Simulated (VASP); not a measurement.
Input:

```xyz
4
Lattice="1.6297 -2.8228 0.0000 1.6297 2.8228 0.0000 0.0000 0.0000 5.2612" Properties=species:S:1:pos:R:3 pbc="T T T"
Zn     1.6297    -0.9409     2.6374
Zn     1.6297     0.9409     0.0068
O      1.6297    -0.9409     4.6336
O      1.6297     0.9409     2.0030
```

The numbers are results of optB86b-vdW, VASP's PBE PAW potentials (set 64) (plane waves; VASP), not measurements. Run with 520 eV cut-off, Gaussian smearing of 0.050 eV, potentials Zn O.

**Question.** Give the energies of bands 7 to 20 at the high-symmetry points, in eV from the valence-band maximum.

**Answer.** 
```
band      Γ      M      K      A      L      H
----  -----  -----  -----  -----  -----  -----
7     -5.45  -4.99  -4.67  -5.57  -5.08  -4.89
8     -5.45  -4.86  -4.67  -5.57  -5.08  -4.89
9     -4.51  -4.48  -4.58  -4.39  -4.33  -4.51
10    -4.51  -4.35  -4.46  -4.39  -4.33  -4.51
11    -4.31  -4.27  -4.41  -4.39  -4.24  -4.00
12    -4.31  -4.19  -4.41  -4.39  -4.24  -4.00
13    -4.04  -3.72  -3.70  -2.25  -3.75  -3.69
14    -0.77  -3.51  -3.51  -2.25  -3.75  -3.69
15    -0.77  -2.78  -3.51  -0.38  -1.47  -2.65
16    -0.09  -2.21  -1.89  -0.38  -1.47  -2.65
17     0.00  -1.26  -1.89  -0.38  -1.35  -1.22
18     0.00  -0.82  -1.71  -0.38  -1.35  -1.22
19     0.77   5.69   7.58   3.41   5.67   7.86
20     5.14   6.84   7.58   3.41   5.67   7.86
```

The gap is direct, 0.77 eV, from the valence maximum at Γ to the conduction minimum at Γ.

Measured: gap 3.60 eV (computed value off by -2.83 eV), as given by Wei Chen et al., Physical Review Materials (2018), doi:10.1103/physrevmaterials.2.073803 [zero-point renormalisation of 0.16 eV added back (the table's ZPR column)].

The compound is ZnO in the wurtzite structure. It was relaxed first.
